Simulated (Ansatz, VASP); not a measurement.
# TiClO: VASP beside Ansatz, part 2 of 2

One calculation is typed for both programs; each brings its own data sets. How far apart do they land? The cell is taken from a series of runs on this material, whose earlier steps may have relaxed, scaled, displaced or heated it; both programs get it as it stands.

VASP 6.6.1 and Ansatz 0.2.0.

So far: The structure; Ansatz: electric field gradients, LDA.

## Step 3: VASP: electric field gradients, LDA

Level of this step: LDA, spin-polarised from a ferromagnetic start; plane waves and PAW (Ti_sv, Cl, O) (VASP).

The same cell, functional (in two slightly different forms), mesh and smearing now go to VASP, with its own data sets.

Lines of VASP's logs that name or quote its potential files are left out, and so is its time.

File INCAR:

```
SYSTEM = TiClO
PREC = Accurate
ENCUT = 520
EDIFF = 1E-08
NELM = 200
ISMEAR = -1
SIGMA = 0.01
LREAL = .FALSE.
ALGO = Normal
GGA = PW92
NBANDS = 35
ISPIN = 2
MAGMOM = 0.38 0.38 0.01 0.01 0 0
LASPH = .TRUE.
LMAXMIX = 4
LORBIT = 11
LWAVE = .FALSE.
LCHARG = .FALSE.
ISIF = 2
LEFG = .TRUE.
GGA_COMPAT = .FALSE.
KPAR = 2
```

File POSCAR:

```
TiClO
1.0
    3.3800000000      0.0000000000      0.0000000000
    0.0000000000      3.7900000000      0.0000000000
    0.0000000000      0.0000000000      8.0300000000
Ti Cl O
2 2 2
Direct
    0.5000000000      0.0000000000      0.8780000000
    0.0000000000      0.5000000000      0.1220000000
    0.0000000000      0.0000000000      0.6800000000
    0.5000000000      0.5000000000      0.3200000000
    0.0000000000      0.0000000000      0.0650000000
    0.5000000000      0.5000000000      0.9350000000
```

File KPOINTS:

```
Automatic mesh
0
Gamma
5 5 3
0 0 0
```

The projector-augmented-wave data sets are Ti_sv, Cl and O (LDA family, release 64).

Run with:

```
$ mpirun -np 2 vasp_std
```

Numbers of over 12 decimals in the logs are rounded to 6 here.

The program printed:

```text
[banner, memory and clock lines left out]
running    2 mpi-ranks, on    1 nodes
 distrk:  each k-point on    1 cores,    2 groups
 distr:  one band on    1 cores,    1 groups

 POSCAR found type information on POSCAR TiClO
 POSCAR found :  3 types and       6 ions
|                                                                             |
|               ----> ADVICE to this user running VASP <----                  |
|                                                                             |
|     You enforced a specific xc type in the INCAR file but a different       |
|     [... a line on the potential file left out ...]
|     I HOPE YOU KNOW WHAT YOU ARE DOING!                                     |
|                                                                             |

 LDA part: xc-table for (Slater(with rela. corr.)+PW92), standard interpolation
 POSCAR, INCAR and KPOINTS ok, starting setup
 FFT: planning ... GRIDC
 FFT: planning ... GRID_SOFT
 FFT: planning ... GRID
 WAVECAR not read
 entering main loop
       N       E                     dE             d eps       ncg     rms          rms(c)
DAV:   1     0.619479437828E+03    0.61948E+03   -0.23981E+04  2520   0.149E+03
DAV:   2     0.363344454136E+02   -0.58314E+03   -0.55360E+03  2669   0.451E+02
DAV:   3    -0.491176806928E+02   -0.85452E+02   -0.83747E+02  3594   0.163E+02
DAV:   4    -0.554957947252E+02   -0.63781E+01   -0.63386E+01  3996   0.402E+01
DAV:   5    -0.558394823465E+02   -0.34369E+00   -0.34362E+00  3431   0.718E+00    0.230E+01
DAV:   6    -0.473362726930E+02    0.85032E+01   -0.40742E+01  3470   0.546E+01    0.923E+00
DAV:   7    -0.469894766116E+02    0.34680E+00   -0.60485E+00  3224   0.202E+01    0.687E+00
DAV:   8    -0.468935016803E+02    0.95975E-01   -0.12466E+00  2983   0.931E+00    0.202E+00
DAV:   9    -0.468704735404E+02    0.23028E-01   -0.16609E-01  3525   0.371E+00    0.932E-01
DAV:  10    -0.468671249054E+02    0.33486E-02   -0.28158E-02  3398   0.136E+00    0.457E-01
DAV:  11    -0.468669606559E+02    0.16425E-03   -0.41721E-03  3387   0.431E-01    0.200E-01
DAV:  12    -0.468668685925E+02    0.92063E-04   -0.71934E-04  3618   0.203E-01    0.653E-02
DAV:  13    -0.468668606769E+02    0.79157E-05   -0.88817E-05  3577   0.685E-02    0.363E-02
DAV:  14    -0.468668632386E+02   -0.25617E-05   -0.23707E-05  3207   0.288E-02    0.205E-02
DAV:  15    -0.468668646697E+02   -0.14311E-05   -0.50042E-06  3206   0.150E-02    0.996E-03
DAV:  16    -0.468668657967E+02   -0.11270E-05   -0.27787E-06  3269   0.992E-03    0.440E-03
DAV:  17    -0.468668659228E+02   -0.12612E-06   -0.45796E-07  3750   0.438E-03    0.236E-03
DAV:  18    -0.468668659402E+02   -0.17370E-07   -0.91045E-08  2782   0.209E-03    0.131E-03
DAV:  19    -0.468668659456E+02   -0.54215E-08   -0.34268E-08  2628   0.125E-03
ion   1
     0.0000000     0.0000000     0.0000000     3.0041931     0.0000000     5.5609705
     0.0000422     0.0000000     0.0000000     3.0041930     0.0000000     5.5609705
     0.0000581     0.0000000     0.0000000     3.0041930     0.0000000     5.5609704
     0.0000800     0.0000000     0.0000000     3.0041930     0.0000000     5.5609703
     0.0001102     0.0000000     0.0000000     3.0041929     0.0000000     5.5609701

     0.0000000     0.0000000     0.0000000   -18.1809259     0.0000000   -33.3290059
     0.0000422     0.0000000     0.0000000   -18.1806054     0.0000000   -33.3285678
     0.0000581     0.0000000     0.0000000   -18.1804149     0.0000000   -33.3283132
     0.0000800     0.0000000     0.0000000   -18.1801002     0.0000000   -33.3278958
     0.0001102     0.0000000     0.0000000   -18.1795833     0.0000000   -33.3272163

ion   2
     0.0000000     0.0000000     0.0000000     3.0041931     0.0000000     5.5609705
     0.0000422     0.0000000     0.0000000     3.0041930     0.0000000     5.5609705
     0.0000581     0.0000000     0.0000000     3.0041930     0.0000000     5.5609704
     0.0000800     0.0000000     0.0000000     3.0041930     0.0000000     5.5609703
     0.0001102     0.0000000     0.0000000     3.0041929     0.0000000     5.5609701

     0.0000000     0.0000000     0.0000000   -18.1809259     0.0000000   -33.3290059
     0.0000422     0.0000000     0.0000000   -18.1806054     0.0000000   -33.3285678
     0.0000581     0.0000000     0.0000000   -18.1804149     0.0000000   -33.3283132
     0.0000800     0.0000000     0.0000000   -18.1801002     0.0000000   -33.3278958
     0.0001102     0.0000000     0.0000000   -18.1795833     0.0000000   -33.3272163

ion   3
     0.0000000     0.0000000     0.0000000     0.3592003     0.0000000    -2.0376261
     0.0000382     0.0000000     0.0000000     0.3592003     0.0000000    -2.0376261
     0.0000526     0.0000000     0.0000000     0.3592003     0.0000000    -2.0376261
     0.0000724     0.0000000     0.0000000     0.3592003     0.0000000    -2.0376261
     0.0000997     0.0000000     0.0000000     0.3592003     0.0000000    -2.0376260

     0.0000000     0.0000000     0.0000000     0.7524150     0.0000000   -42.7428899
     0.0000382     0.0000000     0.0000000     0.7524141     0.0000000   -42.7427335
     0.0000526     0.0000000     0.0000000     0.7524136     0.0000000   -42.7426389
     0.0000724     0.0000000     0.0000000     0.7524127     0.0000000   -42.7424820
     0.0000997     0.0000000     0.0000000     0.7524112     0.0000000   -42.7422236

ion   4
     0.0000000     0.0000000     0.0000000     0.3592003     0.0000000    -2.0376261
     0.0000382     0.0000000     0.0000000     0.3592003     0.0000000    -2.0376261
     0.0000526     0.0000000     0.0000000     0.3592003     0.0000000    -2.0376261
     0.0000724     0.0000000     0.0000000     0.3592003     0.0000000    -2.0376261
     0.0000997     0.0000000     0.0000000     0.3592003     0.0000000    -2.0376260

     0.0000000     0.0000000     0.0000000     0.7524150     0.0000000   -42.7428899
     0.0000382     0.0000000     0.0000000     0.7524141     0.0000000   -42.7427335
     0.0000526     0.0000000     0.0000000     0.7524136     0.0000000   -42.7426389
     0.0000724     0.0000000     0.0000000     0.7524127     0.0000000   -42.7424820
     0.0000997     0.0000000     0.0000000     0.7524112     0.0000000   -42.7422236

ion   5
     0.0000000     0.0000000     0.0000000     0.4322716     0.0000000    -5.8949024
     0.0000293     0.0000000     0.0000000     0.4322716     0.0000000    -5.8949024
     0.0000403     0.0000000     0.0000000     0.4322716     0.0000000    -5.8949024
     0.0000555     0.0000000     0.0000000     0.4322716     0.0000000    -5.8949023
     0.0000765     0.0000000     0.0000000     0.4322716     0.0000000    -5.8949022

     0.0000000     0.0000000     0.0000000     3.1362922     0.0000000   -14.0202023
     0.0000293     0.0000000     0.0000000     3.1362912     0.0000000   -14.0201993
     0.0000403     0.0000000     0.0000000     3.1362905     0.0000000   -14.0201972
     0.0000555     0.0000000     0.0000000     3.1362894     0.0000000   -14.0201938
     0.0000765     0.0000000     0.0000000     3.1362874     0.0000000   -14.0201880

ion   6
     0.0000000     0.0000000     0.0000000     0.4322716     0.0000000    -5.8949024
     0.0000293     0.0000000     0.0000000     0.4322716     0.0000000    -5.8949024
     0.0000403     0.0000000     0.0000000     0.4322716     0.0000000    -5.8949024
     0.0000555     0.0000000     0.0000000     0.4322716     0.0000000    -5.8949023
     0.0000765     0.0000000     0.0000000     0.4322716     0.0000000    -5.8949022

     0.0000000     0.0000000     0.0000000     3.1362922     0.0000000   -14.0202023
     0.0000293     0.0000000     0.0000000     3.1362912     0.0000000   -14.0201993
     0.0000403     0.0000000     0.0000000     3.1362905     0.0000000   -14.0201972
     0.0000555     0.0000000     0.0000000     3.1362894     0.0000000   -14.0201938
     0.0000765     0.0000000     0.0000000     3.1362874     0.0000000   -14.0201880

   1 F= -.46866866E+02 E0= -.46865940E+02  d E =-.185282E-02  mag=     1.2052
```

From OUTCAR (step 3):

```text
ion  position               nearest neighbor table
   1  0.500  0.000  0.878-   6 1.95   6 1.95   5 2.26   5 2.26   3 2.32   3 2.32
   2  0.000  0.500  0.122-   5 1.95   5 1.95   6 2.26   6 2.26   4 2.32   4 2.32
   3  0.000  0.000  0.680-   1 2.32   1 2.32
   4  0.500  0.500  0.320-   2 2.32   2 2.32
   5  0.000  0.000  0.065-   2 1.95   2 1.95   1 2.26   1 2.26
   6  0.500  0.500  0.935-   1 1.95   1 1.95   2 2.26   2 2.26

  LATTYP: Found a simple orthorhombic cell.
 ALAT       =     3.3800000000
 B/A-ratio  =     1.1213017751
 C/A-ratio  =     2.3757396450

 Subroutine GETGRP returns: Found  8 space group operations
 (whereof  4 operations were pure point group operations)

The static configuration has the point symmetry C_2v.
 The point group associated with its full space group is D_2h.

 Found     18 irreducible k-points:

   k-points           NKPTS =     18   k-points in BZ     NKDIM =     18   number of bands    NBANDS=     35

   dimension x,y,z NGX =    28 NGY =   28 NGZ =   60
   dimension x,y,z NGXF=    56 NGYF=   56 NGZF=  120

   ENCUT  =  520.0 eV  38.22 Ry    6.18 a.u.   6.28  7.05 14.93*2*pi/ulx,y,z

   NELECT =      50.0000    total number of electrons

 k-points in reciprocal lattice and weights: Automatic mesh
   0.00000000  0.00000000  0.00000000       0.013
   0.20000000  0.00000000  0.00000000       0.027
   0.40000000  0.00000000  0.00000000       0.027
   0.00000000  0.20000000  0.00000000       0.027
   0.20000000  0.20000000  0.00000000       0.053
   0.40000000  0.20000000  0.00000000       0.053
   0.00000000  0.40000000  0.00000000       0.027
   0.20000000  0.40000000  0.00000000       0.053
   0.40000000  0.40000000  0.00000000       0.053
[...]
0.20000000  0.40000000  0.33333333       0.107
   0.40000000  0.40000000  0.33333333       0.107

 average (electrostatic) potential at core
       1 -77.1676       2 -77.1676       3 -95.9264       4 -95.9264       5 -72.7487
       6 -72.7487

 E-fermi :   5.2114

 spin component 1
 k-point     1 :       0.0000    0.0000    0.0000
  band No.  band energies     occupation
    ...
     23       1.0635      1.00000
     24       1.4363      1.00000
     25       4.4331      1.00000
     26       4.6322      1.00000
     27       4.8329      1.00000
     28       5.4765      0.00000
     29       6.3268      0.00000
     30       6.4906      0.00000
     31       7.1721      0.00000
     32       7.1986      0.00000
    ...

 k-point     2 :       0.2000    0.0000    0.0000
  band No.  band energies     occupation
    ...
     23       0.9437      1.00000
     24       1.0206      1.00000
     25       4.7476      1.00000
     26       4.9195      1.00000
     27       5.1936      0.85532
     28       5.3457      0.00000
     29       6.1340      0.00000
     30       6.3518      0.00000
     31       6.8725      0.00000
     32       6.9092      0.00000
    ...

 k-point     3 :       0.4000    0.0000    0.0000
  band No.  band energies     occupation
    ...
     22       0.8119      1.00000
     23       0.9508      1.00000
     24       1.0396      1.00000
     25       5.0356      1.00000
     26       5.1771      0.96866
     27       5.4666      0.00000
     28       5.5969      0.00000
     29       5.8081      0.00000
     30       5.9822      0.00000
     31       7.0570      0.00000
    ...

 k-point     4 :       0.0000    0.2000    0.0000
  band No.  band energies     occupation
    ...
     22       0.6386      1.00000
     23       1.0418      1.00000
     24       1.2067      1.00000
     25       4.4966      1.00000
     26       4.7555      1.00000
     27       5.2534      0.01481
     28       5.6492      0.00000
     29       5.8953      0.00000
     30       5.8998      0.00000
     31       7.2052      0.00000
    ...

 k-point     5 :       0.2000    0.2000    0.0000
  band No.  band energies     occupation
    ...
     22       0.4566      1.00000
     23       1.1261      1.00000
     24       1.1519      1.00000
     25       4.9737      1.00000
     26       5.1496      0.99795
     27       5.2429      0.04122
     28       5.4164      0.00000
     29       5.6778      0.00000
     30       5.9256      0.00000
     31       6.8877      0.00000
    ...

 k-point     6 :       0.4000    0.2000    0.0000
  band No.  band energies     occupation
    ...
     21       0.4158      1.00000
     22       0.6988      1.00000
     23       0.8961      1.00000
     24       1.2291      1.00000
     25       5.1749      0.97480
     26       5.2408      0.05047
     27       5.4274      0.00000
     28       5.5356      0.00000
     29       5.6468      0.00000
     30       5.7446      0.00000
    ...

  Total       -4.6236191     -3.7694191     -0.4185521      0.0000000      0.0000000      0.0000000
  in kB      -72.0147040    -58.7101985     -6.5191155      0.0000000      0.0000000      0.0000000
  external PRESSURE =     -45.7480060 kB  Pullay stress =       0.0000000 kB

  energy-cutoff  :      520.00
  volume of cell :      102.87
      direct lattice vectors                 reciprocal lattice vectors
     3.380000000  0.000000000  0.000000000     0.295857988  0.000000000  0.000000000
     0.000000000  3.790000000  0.000000000     0.000000000  0.263852243  0.000000000
     0.000000000  0.000000000  8.030000000     0.000000000  0.000000000  0.124533001

 POSITION                                       TOTAL-FORCE (eV/Angst)
 -----------------------------------------------------------------------------------
      1.69000      0.00000      7.05034         0.000000      0.000000      1.800846
      0.00000      1.89500      0.97966         0.000000      0.000000     -1.800846
      0.00000      0.00000      5.46040         0.000000      0.000000     -0.793478
      1.69000      1.89500      2.56960         0.000000      0.000000      0.793478
      0.00000      0.00000      0.52195         0.000000      0.000000     -0.232653
      1.69000      1.89500      7.50805         0.000000      0.000000      0.232653
 -----------------------------------------------------------------------------------
    total drift:                                0.000000      0.000000      0.000000

  FREE ENERGIE OF THE ION-ELECTRON SYSTEM (eV)
  ---------------------------------------------------
  free  energy   TOTEN  =       -46.8668659456 eV

  energy  without entropy=      -46.8650131229  energy(sigma->0) =      -46.86593953

 Electric field gradients after diagonalization (V/A^2)
 (convention: |V_zz| > |V_xx| > |V_yy|)
----------------------------------------------------------------------
 ion       V_xx      V_yy      V_zz     asymmetry (V_yy - V_xx)/ V_zz
----------------------------------------------------------------------
   1      24.032    22.059   -46.091       0.043
   2      24.032    22.059   -46.091       0.043
   3     -46.062    -0.784    46.846       0.967
   4     -46.062    -0.784    46.846       0.967
   5      -8.922    -5.883    14.805       0.205
   6      -8.922    -5.883    14.805       0.205
----------------------------------------------------------------------

 total charge
# of ion       s       p       d       tot
------------------------------------------
    1        2.179   6.189   1.896  10.263
    2        2.179   6.189   1.896  10.263
    3        1.598   3.535   0.000   5.133
    4        1.598   3.535   0.000   5.133
    5        1.553   3.466   0.000   5.018
    6        1.553   3.466   0.000   5.018
--------------------------------------------------
tot         10.659  26.379   3.792  40.830

 magnetization (x)
# of ion       s       p       d       tot
------------------------------------------
    1        0.004   0.005   0.492   0.500
    2        0.004   0.005   0.492   0.500
    3       -0.000   0.002   0.000   0.002
    4       -0.000   0.002   0.000   0.002
    5       -0.000   0.002   0.000   0.001
    6       -0.000   0.002   0.000   0.001
--------------------------------------------------
tot          0.007   0.018   0.984   1.008

[... 6 further parts left out ...]
```

The atoms bear forces, and field gradients depend strongly on their positions.

## Step 4: Comparison

Known differences besides the potentials themselves: VASP starts from the moments at which Ansatz ended; the cutoff is 420 eV in Ansatz and 520 eV in VASP; Ansatz adds the response of the frozen cores to the gradients, VASP leaves it out; VASP's log shows a relativistic correction to its local exchange, Ansatz's none; site moments are counted in spheres of each program's own size. Total energies have different zeros and are not compared.

The two programs side by side:

```
          quantity  Ansatz   VASP  difference
 total moment (μB)    1.20   1.21        0.00
moment on Ti1 (μB)    0.38   0.50       -0.12
moment on Ti2 (μB)    0.38   0.50       -0.12
 Vzz at Ti1 (V/Å²)   -42.1  -46.1        +3.9
 Vzz at Ti2 (V/Å²)   -42.1  -46.1        +3.9
 Vzz at Cl3 (V/Å²)    47.8   46.8        +0.9
 Vzz at Cl4 (V/Å²)    47.8   46.8        +0.9
  Vzz at O5 (V/Å²)    13.5   14.8        -1.3
  Vzz at O6 (V/Å²)    13.5   14.8        -1.3
```

Forces (eV/Å; atoms numbered as in POSCAR):

```csv
atom,"Ansatz x, y, z","VASP x, y, z"
Ti1,"0.000, 0.000, 1.815","0.000, 0.000, 1.801"
Ti2,"0.000, 0.000, -1.815","0.000, 0.000, -1.801"
Cl3,"0.000, 0.000, -0.767","0.000, 0.000, -0.793"
Cl4,"0.000, 0.000, 0.767","0.000, 0.000, 0.793"
O5,"0.000, 0.000, -0.228","0.000, 0.000, -0.233"
O6,"0.000, 0.000, 0.228","0.000, 0.000, 0.233"
```

The forces differ by 10 meV/Å r.m.s., which is 1.5 % of the r.m.s. force of 0.661 eV/Å (both taken over all components).

## Step 5: Summary of results

* difference in Vzz at Ti1 (electric field gradients, LDA): 3.9 V/Å²
* r.m.s. force difference (electric field gradients, LDA): 1.5 % of the r.m.s. force

What this shows: The r.m.s. force difference is 1.5 % of the r.m.s. force (electric field gradients, LDA), within the 3 % picked in this series as the mark of a large difference. How closely two codes agree says nothing of how well the functional describes the real material.

[Lines on the potential files, build, host, timing and source positions are cut from VASP's logs without a mark.]

[Logs are printed without paths, hosts, clocks, repeated set-up lines and the standing remarks that a program may print on its own settings, such as how far it seeks lower states.]

[Hosts, paths, dates, database ids (printed as entryN), source tags and the programs' standing remarks are cut or masked in the printed files.]
